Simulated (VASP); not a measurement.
**Gd (Gadolinium): structure and properties in VASP**

What structure does Gd (Gadolinium) take at this level, and what are its properties? The steps: magnetic order: ferromagnetic, magnetic order: antiferromagnetic within the cell, magnetic order: antiferromagnetic, q = (0, 0, 1/2), magnetic order: antiferromagnetic, q = (1/2, 1/2, 1/2), magnetic order: antiferromagnetic, q = (1/2, 1/2, 0), the orders side by side, relaxing cell and atoms (PBEsol + U), second relaxation, single point with fields (PBEsol + U), band structure (PBEsol + U), total and projected DOS (PBEsol + U), zone-centre phonons (PBEsol + U) and self-consistent run (PBEsol + U), changed input. The start is a cell from a database of measured crystal structures.

Method: PBEsol, DFT+U (Gd f 5 eV), spin-polarised from a ferromagnetic start; plane waves and PAW (Gd), in the first sound run; inputs show where later runs differ, in VASP 6.6.1.

## Step 1: The structure

The structure is hexagonal, space group P6_3/mmc (No. 194). The conventional cell has a = 3.636 Å, b = 3.636 Å, c = 5.783 Å, α = 90.00°, β = 90.00°, γ = 120.00°. Nearest to Gd lie 12 Gd at 3.57 to 3.64 Å.

As a file:

```cif
data_structure
_symmetry_space_group_name_H-M 'P6_3/mmc'
_symmetry_Int_Tables_number 194
_cell_length_a 3.6360
_cell_length_b 3.6360
_cell_length_c 5.7826
_cell_angle_alpha 90.000
_cell_angle_beta 90.000
_cell_angle_gamma 120.000
_cell_volume 66.21
loop_
_atom_site_label
_atom_site_type_symbol
_atom_site_symmetry_multiplicity
_atom_site_Wyckoff_symbol
_atom_site_fract_x
_atom_site_fract_y
_atom_site_fract_z
_atom_site_occupancy
Gd1 Gd 2 c 0.33333 0.66667 0.25000 1
```

## Step 2: Magnetic order: ferromagnetic

The properties of a magnet depend on its order, so a few collinear patterns are compared first on the cell as listed, beginning with all moments parallel. PBEsol restores the gradient expansion of exchange and is tuned for the cells of solids. A Hubbard U penalises fractional filling of the localised shell, which semilocal functionals favour.

INCAR reads:

```
SYSTEM = Gd
PREC = Accurate
ENCUT = 450
EDIFF = 1E-06
NELM = 150
ISMEAR = 1
SIGMA = 0.2
LREAL = .FALSE.
ALGO = Normal
GGA = PS
NBANDS = 34
ISPIN = 2
MAGMOM = 7 7
LDAU = .TRUE.
LDAUTYPE = 2
LDAUL = 3
LDAUU = 5
LDAUJ = 0
LDAUPRINT = 1
LASPH = .TRUE.
LMAXMIX = 6
AMIX = 0.2
BMIX = 1E-04
AMIX_MAG = 0.8
BMIX_MAG = 1E-04
LORBIT = 11
LWAVE = .FALSE.
LCHARG = .FALSE.
KPAR = 4
ISIF = 2
```

POSCAR reads:

```
Gd
1.0
    3.6360000000      0.0000000000      0.0000000000
   -1.8180000000      3.1488683682      0.0000000000
    0.0000000000      0.0000000000      5.7826000000
Gd
2
Direct
    0.3333333333      0.6666666667      0.2500000000
    0.6666666667      0.3333333333      0.7500000000
```

KPOINTS reads:

```
Automatic mesh
0
Gamma
7 7 4
0 0 0
```

The projector-augmented-wave data sets are Gd (PBE family, release 64).

Command:

```console
$ mpirun -np 4 vasp_std
```

Output:

```text
[banner, memory and clock lines left out]
running    4 mpi-ranks, on    1 nodes
 distrk:  each k-point on    1 cores,    4 groups
 distr:  one band on    1 cores,    1 groups

 POSCAR found type information on POSCAR Gd
 POSCAR found :  1 types and       2 ions
|                                                                             |
|               ----> ADVICE to this user running VASP <----                  |
|                                                                             |
|     You enforced a specific xc type in the INCAR file but a different       |
|     [... a line on the potential file left out ...]
|     I HOPE YOU KNOW WHAT YOU ARE DOING!                                     |
|                                                                             |

 LDA part: xc-table for (Slater+PW92), standard interpolation
 POSCAR, INCAR and KPOINTS ok, starting setup
 FFT: planning ... GRIDC
 FFT: planning ... GRID_SOFT
 FFT: planning ... GRID
 WAVECAR not read
 entering main loop
       N       E                     dE             d eps       ncg     rms          rms(c)
DAV:   1     0.259764152948E+03    0.25976E+03   -0.10578E+04  4632   0.462E+03
DAV:   2     0.429215479729E+02   -0.21684E+03   -0.18700E+03  4700   0.436E+02
DAV:   3    -0.453106402401E+01   -0.47453E+02   -0.45974E+02  5324   0.149E+02
DAV:   4    -0.124803914832E+02   -0.79493E+01   -0.78872E+01  6336   0.499E+01
DAV:   5    -0.133052419516E+02   -0.82485E+00   -0.82229E+00  6200   0.167E+01    0.552E+01
DAV:   6    -0.227183407529E+02   -0.94131E+01   -0.86340E+00  5350   0.858E+01    0.375E+01
DAV:   7    -0.234908007501E+02   -0.77246E+00   -0.18475E+00  5880   0.168E+01    0.453E+01
DAV:   8    -0.235155177400E+02   -0.24717E-01   -0.22651E-01  6154   0.246E+00    0.569E+01
DAV:   9    -0.235194169997E+02   -0.38993E-02   -0.47697E-02  5276   0.212E+00    0.343E+01
DAV:  10    -0.235296455538E+02   -0.10229E-01   -0.53787E-02  5310   0.172E+00    0.384E+00
DAV:  11    -0.235306561414E+02   -0.10106E-02   -0.61752E-03  5816   0.525E-01    0.247E+00
DAV:  12    -0.235299900300E+02    0.66611E-03   -0.10052E-03  5452   0.318E-01    0.192E+00
DAV:  13    -0.235296180745E+02    0.37196E-03   -0.99927E-04  5838   0.269E-01    0.108E+00
DAV:  14    -0.235295980488E+02    0.20026E-04   -0.40558E-04  6012   0.974E-02    0.152E-01
DAV:  15    -0.235295866664E+02    0.11382E-04   -0.75938E-05  5368   0.111E-01    0.999E-02
DAV:  16    -0.235295856883E+02    0.97810E-06   -0.64690E-06  5244   0.169E-02
   1 F= -.23529586E+02 E0= -.23530639E+02  d E =0.315991E-02  mag=    15.6500
```

It took 52 s on 4 MPI ranks of Intel Xeon Platinum 8259CL at 2.50GHz (Skylake/Cascade Lake), shared host; peak memory 0.93 GiB; 2.7 min of CPU time.

The logs omit lines about the potential files and the build; timing stands in the text.

Parts of OUTCAR (step 2):

```text
ion  position               nearest neighbor table
   1  0.333  0.667  0.250-
   2  0.667  0.333  0.750-

  LATTYP: Found a hexagonal cell.
 ALAT       =     3.6360000000
 C/A-ratio  =     1.5903740374

 Subroutine GETGRP returns: Found 24 space group operations
 (whereof 12 operations were pure point group operations)

The static configuration has the point symmetry D_3d.
 The point group associated with its full space group is D_6h.

 Found     24 irreducible k-points:

   k-points           NKPTS =     24   k-points in BZ     NKDIM =     24   number of bands    NBANDS=     34

   dimension x,y,z NGX =    28 NGY =   28 NGZ =   40
   dimension x,y,z NGXF=    56 NGYF=   56 NGZF=   80

   ENCUT  =  450.0 eV  33.07 Ry    5.75 a.u.   6.29  6.29 10.00*2*pi/ulx,y,z

   NELECT =      36.0000    total number of electrons

 k-points in reciprocal lattice and weights: Automatic mesh
   0.00000000  0.00000000  0.00000000       0.005
   0.14285714 -0.00000000  0.00000000       0.031
   0.28571429  0.00000000  0.00000000       0.031
   0.42857143 -0.00000000  0.00000000       0.031
   0.14285714  0.14285714  0.00000000       0.031
   0.28571429  0.14285714  0.00000000       0.061
   0.42857143  0.14285714  0.00000000       0.031
   0.28571429  0.28571429  0.00000000       0.031
   0.00000000  0.00000000  0.25000000       0.010
[...]
0.42857143  0.14285714  0.50000000       0.031
   0.28571429  0.28571429  0.50000000       0.031

atom =   1  type =  1  l = 3

 onsite density matrix

spin component  1

  0.9904  0.0000  0.0000  0.0000 -0.0000  0.0000 -0.0000
  0.0000  0.9896  0.0000 -0.0000  0.0000  0.0000 -0.0000
  0.0000  0.0000  0.9892  0.0000 -0.0000  0.0000  0.0000
  0.0000 -0.0000  0.0000  0.9902  0.0000  0.0000  0.0000
 -0.0000  0.0000 -0.0000  0.0000  0.9892  0.0000  0.0000
  0.0000  0.0000  0.0000  0.0000  0.0000  0.9896 -0.0000
 -0.0000 -0.0000  0.0000  0.0000  0.0000 -0.0000  0.9892

spin component  2

  0.0009  0.0000  0.0000 -0.0000  0.0000  0.0000 -0.0000
  0.0000  0.0011  0.0000 -0.0000  0.0000  0.0000  0.0000
  0.0000  0.0000  0.0007  0.0000  0.0000 -0.0000 -0.0000
 -0.0000 -0.0000  0.0000  0.0005  0.0000  0.0000  0.0000
  0.0000  0.0000  0.0000  0.0000  0.0007  0.0000  0.0000
  0.0000  0.0000 -0.0000  0.0000  0.0000  0.0011 -0.0000
 -0.0000  0.0000 -0.0000  0.0000  0.0000 -0.0000  0.0006

 occupancies and eigenvectors

  o =  0.0005  v =  0.0000  0.0000  0.0000  0.0000  0.0000  0.0000  0.0000  0.0000  0.0000 -0.0000  1.0000  0.0000 -0.0000  0.0000      0.0000  0.0000  0.0000  0.0000  0.0000  0.0000  0.0000  0.0000  0.0000  0.0000  0.0000  0.0000  0.0000  0.0000
  o =  0.0006  v =  0.0000  0.0000  0.0000  0.0000  0.0000  0.0000  0.0000 -0.0000  0.0000 -0.0000  0.0000  0.0000  0.0000 -1.0000      0.0000  0.0000  0.0000  0.0000  0.0000  0.0000  0.0000  0.0000  0.0000  0.0000  0.0000  0.0000  0.0000  0.0000
  o =  0.0007  v =  0.0000  0.0000  0.0000  0.0000  0.0000  0.0000  0.0000 -0.0000 -0.0000  0.0001  0.0000 -1.0000  0.0000 -0.0000      0.0000  0.0000  0.0000  0.0000  0.0000  0.0000  0.0000  0.0000  0.0000  0.0000  0.0000  0.0000  0.0000  0.0000
  o =  0.0007  v =  0.0000  0.0000  0.0000  0.0000  0.0000  0.0000  0.0000  0.0000  0.0000 -1.0000 -0.0000 -0.0001 -0.0000 -0.0000      0.0000  0.0000  0.0000  0.0000  0.0000  0.0000  0.0000  0.0000  0.0000  0.0000  0.0000  0.0000  0.0000  0.0000
  o =  0.0009  v =  0.0000  0.0000  0.0000  0.0000  0.0000  0.0000  0.0000  1.0000 -0.0000  0.0000 -0.0000  0.0000 -0.0000 -0.0000      0.0000  0.0000  0.0000  0.0000  0.0000  0.0000  0.0000  0.0000  0.0000  0.0000  0.0000  0.0000  0.0000  0.0000
  o =  0.0011  v =  0.0000  0.0000  0.0000  0.0000  0.0000  0.0000  0.0000  0.0000 -0.0295 -0.0000  0.0000  0.0000  0.9996  0.0000      0.0000  0.0000  0.0000  0.0000  0.0000  0.0000  0.0000  0.0000  0.0000  0.0000  0.0000  0.0000  0.0000  0.0000
  o =  0.0011  v =  0.0000  0.0000  0.0000  0.0000  0.0000  0.0000  0.0000 -0.0000 -0.9996 -0.0000 -0.0000  0.0000 -0.0295 -0.0000      0.0000  0.0000  0.0000  0.0000  0.0000  0.0000  0.0000  0.0000  0.0000  0.0000  0.0000  0.0000  0.0000  0.0000
  o =  0.9892  v =  0.0000 -0.0000 -0.0000  0.0000 -0.0000 -0.0000  1.0000  0.0000  0.0000  0.0000  0.0000  0.0000  0.0000  0.0000      0.0000  0.0000  0.0000  0.0000  0.0000  0.0000  0.0000  0.0000  0.0000  0.0000  0.0000  0.0000  0.0000  0.0000
  o =  0.9892  v =  0.0000  0.0000 -0.0000 -0.0000 -1.0000 -0.0000 -0.0000  0.0000  0.0000  0.0000  0.0000  0.0000  0.0000  0.0000      0.0000  0.0000  0.0000  0.0000  0.0000  0.0000  0.0000  0.0000  0.0000  0.0000  0.0000  0.0000  0.0000  0.0000
  o =  0.9892  v = -0.0000  0.0000  1.0000 -0.0000 -0.0000 -0.0000 -0.0000  0.0000  0.0000  0.0000  0.0000  0.0000  0.0000  0.0000      0.0000  0.0000  0.0000  0.0000  0.0000  0.0000  0.0000  0.0000  0.0000  0.0000  0.0000  0.0000  0.0000  0.0000
  o =  0.9896  v = -0.0000 -0.5531  0.0000 -0.0000 -0.0000  0.8331  0.0000  0.0000  0.0000  0.0000  0.0000  0.0000  0.0000  0.0000      0.0000  0.0000  0.0000  0.0000  0.0000  0.0000  0.0000  0.0000  0.0000  0.0000  0.0000  0.0000  0.0000  0.0000
  o =  0.9896  v =  0.0000 -0.8331  0.0000  0.0000 -0.0000 -0.5531 -0.0000  0.0000  0.0000  0.0000  0.0000  0.0000  0.0000  0.0000      0.0000  0.0000  0.0000  0.0000  0.0000  0.0000  0.0000  0.0000  0.0000  0.0000  0.0000  0.0000  0.0000  0.0000
  o =  0.9902  v = -0.0000 -0.0000  0.0000  1.0000 -0.0000  0.0000 -0.0000  0.0000  0.0000  0.0000  0.0000  0.0000  0.0000  0.0000      0.0000  0.0000  0.0000  0.0000  0.0000  0.0000  0.0000  0.0000  0.0000  0.0000  0.0000  0.0000  0.0000  0.0000
  o =  0.9904  v =  1.0000  0.0000  0.0000  0.0000 -0.0000  0.0000 -0.0000  0.0000  0.0000  0.0000  0.0000  0.0000  0.0000  0.0000      0.0000  0.0000  0.0000  0.0000  0.0000  0.0000  0.0000  0.0000  0.0000  0.0000  0.0000  0.0000  0.0000  0.0000

atom =   2  type =  1  l = 3

 onsite density matrix

spin component  1

  0.9904  0.0000  0.0000  0.0000 -0.0000  0.0000 -0.0000
  0.0000  0.9896  0.0000 -0.0000  0.0000  0.0000 -0.0000
  0.0000  0.0000  0.9892  0.0000 -0.0000 -0.0000  0.0000
  0.0000 -0.0000  0.0000  0.9902  0.0000  0.0000 -0.0000
 -0.0000  0.0000 -0.0000  0.0000  0.9892  0.0000  0.0000
  0.0000  0.0000 -0.0000  0.0000  0.0000  0.9896 -0.0000
 -0.0000 -0.0000  0.0000 -0.0000  0.0000 -0.0000  0.9892

spin component  2

  0.0009  0.0000  0.0000  0.0000 -0.0000 -0.0000 -0.0000
  0.0000  0.0011  0.0000 -0.0000 -0.0000  0.0000  0.0000
  0.0000  0.0000  0.0007  0.0000  0.0000  0.0000 -0.0000
  0.0000 -0.0000  0.0000  0.0005  0.0000  0.0000 -0.0000
 -0.0000 -0.0000  0.0000  0.0000  0.0007  0.0000  0.0000
 -0.0000  0.0000  0.0000  0.0000  0.0000  0.0011 -0.0000
[...]
o =  0.0006  v =  0.0000  0.0000  0.0000  0.0000  0.0000  0.0000  0.0000  0.0000 -0.0000  0.0000  0.0000 -0.0000  0.0000  1.0000      0.0000  0.0000  0.0000  0.0000  0.0000  0.0000  0.0000  0.0000  0.0000  0.0000  0.0000  0.0000  0.0000  0.0000
  o =  0.0007  v =  0.0000  0.0000  0.0000  0.0000  0.0000  0.0000  0.0000 -0.0000  0.0000  0.0001 -0.0000 -1.0000  0.0000 -0.0000      0.0000  0.0000  0.0000  0.0000  0.0000  0.0000  0.0000  0.0000  0.0000  0.0000  0.0000  0.0000  0.0000  0.0000
  o =  0.0007  v =  0.0000  0.0000  0.0000  0.0000  0.0000  0.0000  0.0000  0.0000 -0.0000 -1.0000 -0.0000 -0.0001  0.0000 -0.0000      0.0000  0.0000  0.0000  0.0000  0.0000  0.0000  0.0000  0.0000  0.0000  0.0000  0.0000  0.0000  0.0000  0.0000
  o =  0.0009  v =  0.0000  0.0000  0.0000  0.0000  0.0000  0.0000  0.0000  1.0000 -0.0000  0.0000  0.0000 -0.0000  0.0000 -0.0000      0.0000  0.0000  0.0000  0.0000  0.0000  0.0000  0.0000  0.0000  0.0000  0.0000  0.0000  0.0000  0.0000  0.0000
  o =  0.0011  v =  0.0000  0.0000  0.0000  0.0000  0.0000  0.0000  0.0000  0.0000  0.0047 -0.0000 -0.0000 -0.0000 -1.0000  0.0000      0.0000  0.0000  0.0000  0.0000  0.0000  0.0000  0.0000  0.0000  0.0000  0.0000  0.0000  0.0000  0.0000  0.0000
  o =  0.0011  v =  0.0000  0.0000  0.0000  0.0000  0.0000  0.0000  0.0000 -0.0000 -1.0000  0.0000 -0.0000 -0.0000 -0.0047 -0.0000      0.0000  0.0000  0.0000  0.0000  0.0000  0.0000  0.0000  0.0000  0.0000  0.0000  0.0000  0.0000  0.0000  0.0000
  o =  0.9892  v = -0.0000  0.0000  0.0000  0.0000  0.0000  0.0000 -1.0000  0.0000  0.0000  0.0000  0.0000  0.0000  0.0000  0.0000      0.0000  0.0000  0.0000  0.0000  0.0000  0.0000  0.0000  0.0000  0.0000  0.0000  0.0000  0.0000  0.0000  0.0000
  o =  0.9892  v =  0.0000 -0.0000 -0.0000  0.0000 -1.0000 -0.0000 -0.0000  0.0000  0.0000  0.0000  0.0000  0.0000  0.0000  0.0000      0.0000  0.0000  0.0000  0.0000  0.0000  0.0000  0.0000  0.0000  0.0000  0.0000  0.0000  0.0000  0.0000  0.0000
  o =  0.9892  v =  0.0000 -0.0000 -1.0000 -0.0000  0.0000 -0.0000  0.0000  0.0000  0.0000  0.0000  0.0000  0.0000  0.0000  0.0000      0.0000  0.0000  0.0000  0.0000  0.0000  0.0000  0.0000  0.0000  0.0000  0.0000  0.0000  0.0000  0.0000  0.0000
  o =  0.9896  v =  0.0000 -0.0857  0.0000 -0.0000 -0.0000  0.9963 -0.0000  0.0000  0.0000  0.0000  0.0000  0.0000  0.0000  0.0000      0.0000  0.0000  0.0000  0.0000  0.0000  0.0000  0.0000  0.0000  0.0000  0.0000  0.0000  0.0000  0.0000  0.0000
  o =  0.9896  v =  0.0000 -0.9963  0.0000  0.0000  0.0000 -0.0857 -0.0000  0.0000  0.0000  0.0000  0.0000  0.0000  0.0000  0.0000      0.0000  0.0000  0.0000  0.0000  0.0000  0.0000  0.0000  0.0000  0.0000  0.0000  0.0000  0.0000  0.0000  0.0000
  o =  0.9902  v = -0.0000  0.0000 -0.0000  1.0000  0.0000  0.0000  0.0000  0.0000  0.0000  0.0000  0.0000  0.0000  0.0000  0.0000      0.0000  0.0000  0.0000  0.0000  0.0000  0.0000  0.0000  0.0000  0.0000  0.0000  0.0000  0.0000  0.0000  0.0000
  o =  0.9904  v =  1.0000  0.0000  0.0000  0.0000 -0.0000  0.0000 -0.0000  0.0000  0.0000  0.0000  0.0000  0.0000  0.0000  0.0000      0.0000  0.0000  0.0000  0.0000  0.0000  0.0000  0.0000  0.0000  0.0000  0.0000  0.0000  0.0000  0.0000  0.0000

 average (electrostatic) potential at core
       1 -43.0109       2 -43.0109

 E-fermi :   2.9082

 spin component 1
 k-point     1 :       0.0000    0.0000    0.0000
  band No.  band energies     occupation
    ...
     20      -4.6064      1.00000
     21      -4.5825      1.00000
     22      -4.5779      1.00000
     23      -2.3009      1.00000
     24       0.2892      1.00000
     25       3.8133     -0.00000
     26       4.0723     -0.00000
     27       4.0723     -0.00000
     28       4.2389     -0.00000
     29       4.6959     -0.00000
    ...

 k-point     2 :       0.1429   -0.0000    0.0000
  band No.  band energies     occupation
    ...
     20      -4.6121      1.00000
     21      -4.5958      1.00000
     22      -4.5889      1.00000
     23      -1.8351      1.00000
     24       0.7292      1.00000
     25       3.2124     -0.02671
     26       3.3121     -0.00750
     27       4.2430     -0.00000
     28       4.5367     -0.00000
     29       4.7927     -0.00000
    ...

 k-point     3 :       0.2857    0.0000    0.0000
  band No.  band energies     occupation
    ...
     22      -4.5910      1.00000
     23      -0.6721      1.00000
     24       1.3599      1.00000
     25       2.1876      1.00000
     26       2.6942      1.03095
     27       3.8179     -0.00000
     28       4.2184     -0.00000
     29       4.2462     -0.00000
     30       5.8389     -0.00000
     31       5.8539     -0.00000
    ...

 k-point     4 :       0.4286   -0.0000    0.0000
  band No.  band energies     occupation
    ...
     22      -4.5888      1.00000
     23       0.4273      1.00000
     24       1.1129      1.00000
     25       1.5452      1.00000
     26       2.6454      1.03437
     27       3.8604     -0.00000
     28       3.8892     -0.00000
     29       4.4000     -0.00000
     30       7.5127      0.00000
     31       7.5727      0.00000
    ...

 k-point     5 :       0.1429    0.1429    0.0000
  band No.  band energies     occupation
    ...
     22      -4.6006      1.00000
     23      -1.0002      1.00000
     24       1.4040      1.00000
     25       2.4898      1.00587
     26       2.6308      1.03223
     27       3.8370     -0.00000
     28       4.0241     -0.00000
     29       4.6920     -0.00000
     30       5.2388     -0.00000
     31       5.5052     -0.00000
    ...

 k-point     6 :       0.2857    0.1429    0.0000
  band No.  band energies     occupation
    ...
     22      -4.6007      1.00000
     23       0.2633      1.00000
     24       1.6151      1.00000
     25       1.7844      1.00000
     26       2.3801      1.00060
     27       3.5857     -0.00001
     28       4.0586     -0.00000
     29       4.1551     -0.00000
     30       6.1697     -0.00000
     31       6.9762      0.00000
    ...

  Total       -0.7600919     -0.7600919     -0.7434570     -0.0000000      0.0000000      0.0000000
  in kB      -18.3939563    -18.3939563    -17.9913976     -0.0000000      0.0000000      0.0000000
  external PRESSURE =     -18.2597701 kB  Pullay stress =       0.0000000 kB

  energy-cutoff  :      450.00
  volume of cell :       66.21
      direct lattice vectors                 reciprocal lattice vectors
     3.636000000  0.000000000  0.000000000     0.275027503  0.158787203  0.000000000
    -1.818000000  3.148868368  0.000000000     0.000000000  0.317574405  0.000000000
     0.000000000  0.000000000  5.782600000     0.000000000  0.000000000  0.172932591

 POSITION                                       TOTAL-FORCE (eV/Angst)
 -----------------------------------------------------------------------------------
     -0.00000      2.09925      1.44565         0.000000     -0.000000      0.000000
      1.81800      1.04962      4.33695        -0.000000      0.000000      0.000000
 -----------------------------------------------------------------------------------
    total drift:                                0.000000     -0.000000      0.000000

  FREE ENERGIE OF THE ION-ELECTRON SYSTEM (eV)
  ---------------------------------------------------
  free  energy   TOTEN  =       -23.5295856883 eV

  energy  without entropy=      -23.5327456014  energy(sigma->0) =      -23.53063899

 total charge
# of ion       s       p       d       f       tot
--------------------------------------------------
    1        2.073   5.551   0.602   6.927  15.153
    2        2.073   5.551   0.602   6.927  15.153
--------------------------------------------------
tot          4.147  11.101   1.203  13.855  30.306

 magnetization (x)
# of ion       s       p       d       f       tot
--------------------------------------------------
    1        0.004  -0.044   0.254   6.916   7.131
    2        0.004  -0.044   0.254   6.916   7.131
--------------------------------------------------
tot          0.008  -0.087   0.508  13.833  14.261

[... 6 further parts left out ...]
```

The k-mesh is coarse for a metal. The PAW data sets were made with PBE, which is usual practice but a small mismatch for other functionals.

Numbers from this step:

- SCF cycles: 16
- electrons: 36
- bands: 34
- irreducible k-points: 24
- symmetry operations: 24
- free energy (TOTEN): -23.53 eV
- energy at zero smearing: -23.53 eV
- Fermi energy: 2.908 eV
- pressure: -1.826 GPa
- moment of the cell, from the last line of the log: 15.65 μB
- metallic: yes

Spin moment in the PAW sphere by atom:

```
atom  spin moment in the PAW sphere (μB)
 Gd1                                7.13
 Gd2                                7.13
```

The run ends ferromagnetic with a largest moment of 7.13 μB, and the mesh shows no gap.

(Part 1 of 11 ends here.)

[Lines on the potential files, build, host, timing and source positions are cut from VASP's logs without a mark.]

[Logs are printed without paths, hosts, clocks, repeated set-up lines and the standing remarks that a program may print on its own settings, such as how far it seeks lower states.]

[Hosts, paths, dates, database ids (printed as entryN), source tags and the programs' standing remarks are cut or masked in the printed files.]

[A measured line is paired with the nearest computed mode of its activity, which favours agreement.]
